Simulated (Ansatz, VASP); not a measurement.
One calculation of BC7, two programs

```
B C
1.0
     3.60096    0.00000    0.00000
     0.00000    3.60096    0.00000
     0.00000    0.00000    3.60096
B C
1 7
Direct
  0.00000 0.00000 0.00000
  0.00000 0.50000 0.50000
  0.50000 0.50000 0.00000
  0.50000 0.00000 0.50000
  0.74504 0.74504 0.25496
  0.74504 0.25496 0.74504
  0.25496 0.74504 0.74504
  0.25496 0.25496 0.25496
```

The cell comes from a database or a generator and needn't be the stable form of this composition.

Alike in both runs: task single point; functional PBEsol; k mesh 10 × 10 × 10; occupations gaussian, width 0.15 eV; no spin polarisation.

|  | VASP | Ansatz |
| --- | --- | --- |
| version | VASP 6.6.1 | Ansatz 0.2.0 |
| potentials or method | VASP PAW PBE potentials, release 64 (B, C) | scalar-relativistic, plane waves, PAW |
| plane-wave cutoff (eV) | 520 | 420 |
| valence electrons in the cell | 31 | 31 |

|  | VASP | Ansatz | Ansatz less VASP |
| --- | --- | --- | --- |
| gap on the k mesh at the Fermi level (eV) | none | none | - |
| pressure (GPa) | 1.0 | 0.0 | -0.97 |

A gap of «none» marks a metal or a gap that the smearing closes. The functional is the same, so the differences come from potentials, cutoffs and numerics.

Caveats: the PAW data sets were made with another functional, which shifts forces and pressure a little (VASP).
